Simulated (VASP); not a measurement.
**SiRh (relaxed from the CsCl structure, space group Pm-3m): computed properties**

Level of theory: PBEsol GGA, VASP's PBE PAW potentials (set 64) (plane waves; VASP 6.6.1).

```json
{
 "space_group": "Pm-3m (221)",
 "cell": "a = 2.946 Å, b = 2.946 Å, c = 2.946 Å, α = 90.00°, β = 90.00°, γ = 90.00°",
 "volume_per_atom": "12.78 Å^3/atom",
 "band gap (over mesh and band path)": "none (metal, semimetal or under 0.01 eV)",
 "density": "8.51 g/cm³"
}
```

```cif
data_RhSi
_chemical_formula_sum 'Rh1 Si1'
_space_group_name_H-M_alt 'P 1'
_space_group_IT_number 1
_cell_length_a 2.94596
_cell_length_b 2.94596
_cell_length_c 2.94596
_cell_angle_alpha 90.000
_cell_angle_beta 90.000
_cell_angle_gamma 90.000
loop_
_space_group_symop_operation_xyz
  'x, y, z'
loop_
_atom_site_label
_atom_site_type_symbol
_atom_site_fract_x
_atom_site_fract_y
_atom_site_fract_z
_atom_site_occupancy
Rh1 Rh 0.00000 0.00000 0.00000 1
Si1 Si 0.50000 0.50000 0.50000 1
```

The structure was generated: SiRh was put into the CsCl type (Pm-3m), which need not be its known phase. It was relaxed first. Symmetry was kept, so distortions that lower it aren't found. The electron count is odd and the run is not spin-polarised, which forces a metal.
